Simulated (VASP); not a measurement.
Given:

```xyz
3
Lattice="4.1376 0.0000 0.0000 -2.0688 3.5832 0.0000 0.0000 0.0000 16.6587" Properties=species:S:1:pos:R:3 pbc="T T T"
Hg     2.0688     1.1944     8.3293
I      0.0000     2.3888     6.4448
I      0.0000     2.3888    10.2139
```

Level of theory: PBEsol GGA, VASP's PBE PAW potentials (set 64) (plane waves; VASP). Numerical set-up: 400 eV cut-off, Gaussian smearing of 0.050 eV, potentials Hg I.

The cell holds a wide vacuum, so values per volume refer to the whole cell. Unless said otherwise, spin-orbit coupling is left out, though it shifts the bands of the heavy elements here.

Give the energies of bands 3 to 16 at the high-symmetry points, in eV from the valence-band maximum.

| band | Γ | M | K |
|---|---|---|---|
| 3 | -6.17 | -6.15 | -6.29 |
| 4 | -6.12 | -6.12 | -5.94 |
| 5 | -6.12 | -5.95 | -5.93 |
| 6 | -6.00 | -5.92 | -5.91 |
| 7 | -6.00 | -5.81 | -5.79 |
| 8 | -4.32 | -4.54 | -4.37 |
| 9 | -1.32 | -2.77 | -2.81 |
| 10 | -0.27 | -2.52 | -2.46 |
| 11 | -0.27 | -1.33 | -2.12 |
| 12 | 0.00 | -0.30 | -1.34 |
| 13 | 0.00 | -0.30 | -0.21 |
| 14 | 1.36 | 0.95 | 1.51 |
| 15 | 4.79 | 4.27 | 4.01 |
| 16 | 5.51 | 5.28 | 6.96 |

The gap is indirect, 0.95 eV, from the valence maximum at Γ to the conduction minimum at M.

The cell is a sheet with vacuum, built from a generated structure.
